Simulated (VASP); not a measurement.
Output of a VASP run:

File OSZICAR:
```
       N       E                     dE             d eps       ncg     rms          rms(c)
DAV:   1     0.129762530510E+03    0.12976E+03   -0.85637E+03  5488   0.117E+03
DAV:   2     0.372787806170E+01   -0.12603E+03   -0.12411E+03  7684   0.206E+02
DAV:   3    -0.433399330820E+01   -0.80619E+01   -0.80266E+01  5716   0.638E+01
DAV:   4    -0.440854676364E+01   -0.74553E-01   -0.73504E-01  7468   0.709E+00
DAV:   5    -0.440906246628E+01   -0.51570E-03   -0.51568E-03  6532   0.567E-01    0.110E+01
DAV:   6    -0.440877564257E+01    0.28682E-03   -0.46359E-03  7066   0.464E-01    0.668E+00
DAV:   7    -0.441043702243E+01   -0.16614E-02   -0.67861E-03  6112   0.589E-01    0.964E-02
DAV:   8    -0.441030563884E+01    0.13138E-03   -0.45552E-04  7108   0.134E-01    0.194E-02
DAV:   9    -0.441031117690E+01   -0.55381E-05   -0.18330E-05  7102   0.278E-02    0.885E-03
DAV:  10    -0.441031407015E+01   -0.28932E-05   -0.18107E-06  6610   0.961E-03    0.608E-03
DAV:  11    -0.441031490392E+01   -0.83377E-06   -0.79505E-07  6388   0.644E-03    0.127E-03
DAV:  12    -0.441031492299E+01   -0.19065E-07   -0.39093E-08  5714   0.135E-03
   1 F= -.44103149E+01 E0= -.44104679E+01  d E =-.441031E+01
       N       E                     dE             d eps       ncg     rms          rms(c)
DAV:   1    -0.441033377603E+01   -0.18872E-04   -0.18647E-03  5716   0.270E-01    0.139E-02
DAV:   2    -0.441034040975E+01   -0.66337E-05   -0.75184E-05  6994   0.592E-02    0.379E-03
DAV:   3    -0.441034031826E+01    0.91486E-07   -0.46241E-07  7234   0.597E-03
   2 F= -.44103403E+01 E0= -.44104933E+01  d E =-.253953E-04
       N       E                     dE             d eps       ncg     rms          rms(c)
DAV:   1    -0.441032268968E+01    0.17720E-04   -0.16704E-02  5536   0.809E-01    0.413E-02
DAV:   2    -0.441038221131E+01   -0.59522E-04   -0.67598E-04  6994   0.178E-01    0.117E-02
DAV:   3    -0.441038138011E+01    0.83120E-06   -0.41599E-06  7210   0.179E-02    0.842E-03
DAV:   4    -0.441038077532E+01    0.60479E-06   -0.18359E-06  6862   0.957E-03    0.265E-03
DAV:   5    -0.441038079448E+01   -0.19159E-07   -0.25030E-07  5426   0.384E-03
   3 F= -.44103808E+01 E0= -.44105338E+01  d E =-.658715E-04
```

OUTCAR:
```
------------------------ aborting loop because EDIFF is reached ----------------------------------------
  FORCE on cell =-STRESS in cart. coord.  units (eV):
  Direction    XX          YY          ZZ          XY          YZ          ZX
  --------------------------------------------------------------------------------------
  Total        0.0752775      0.0704983      0.0139186      0.5111077      0.0122845      0.7649973
  in kB        1.4658592      1.3727937      0.2710332      9.9526631      0.2392127     14.8965882
  external PRESSURE =       1.0365621 kB  Pullay stress =       0.0000000 kB
  volume of cell :       82.28
      direct lattice vectors                 reciprocal lattice vectors
     4.239593595  0.063593904  0.000000000     0.233881580  0.132672343  0.000000000
    -2.064722860  3.639798859  0.000000000    -0.004086336  0.272422429  0.000000000
     0.000000000  0.000000000  5.286914892     0.000000000  0.000000000  0.189146226
 POSITION                                       TOTAL-FORCE (eV/Angst)
 -----------------------------------------------------------------------------------
     -0.65086      3.66064      1.76209        -0.002398      0.001108      0.000924
      3.55071      1.27762      3.52472         0.002159     -0.002708     -0.000355
      1.44989      2.46853      0.00011         0.000240      0.001600     -0.000569
 -----------------------------------------------------------------------------------
    total drift:                               -0.000002      0.000009      0.000000
  FREE ENERGIE OF THE ION-ELECTRON SYSTEM (eV)
  ---------------------------------------------------
  free  energy   TOTEN  =        -4.4103807945 eV

  energy  without entropy=       -4.4108397919  energy(sigma->0) =       -4.41053379

 reached required accuracy - stopping structural energy minimisation
```
(Selected blocks of OUTCAR.)

File POSCAR:
```
Br
1
    4.2395935947     0.0635939039    -0.0000000000
   -2.0647228601     3.6397988593     0.0000000000
   -0.0000000000     0.0000000000     5.2869148922
Br
3
Direct
  0.3341181581   1.0000000000   0.3333330000
  1.0000000000   0.3341181582   0.6666670000
  0.6658818418   0.6658818418   0.0000000000
```

Problem. Write an INCAR and KPOINTS that could have produced this output.

Solution. One answer among several that fit: the input of the run itself, PBEsol GGA, plane waves, VASP's PBE PAW potentials (set 64).

**INCAR**
```
! general
SYSTEM   =  Br
PREC     =  Accurate
ENCUT    =  480
LREAL    =  .FALSE.
LASPH    =  .TRUE.   ! aspherical one-centre terms

! electronic loop
EDIFF    =  1E-7
NELM     =  100
ALGO     =  Normal   ! blocked Davidson
LMAXMIX  =  4   ! l cut-off of mixed one-centre charges

! smearing
ISMEAR   =  1   ! Methfessel-Paxton
SIGMA    =  0.1   ! width (eV)

! functional
GGA      =  PS   ! PBEsol

! ions
IBRION   =  2
NSW      =  30   ! most ionic steps
ISIF     =  2   ! forces and stress, cell fixed
EDIFFG   =  -0.01   ! ionic stop

! output
LWAVE    =  .FALSE.
LCHARG   =  .FALSE.
```

KPOINTS:
```
K-points
0
gamma
  8 8 6
0 0 0
```

POTCAR, in this order: Br (PBE.64 set). Program: vasp_std.

The structure was generated: Br was put into the trigonal-Te type (P3_121), which need not be its known phase. This cell was strained or had an atom moved on purpose.
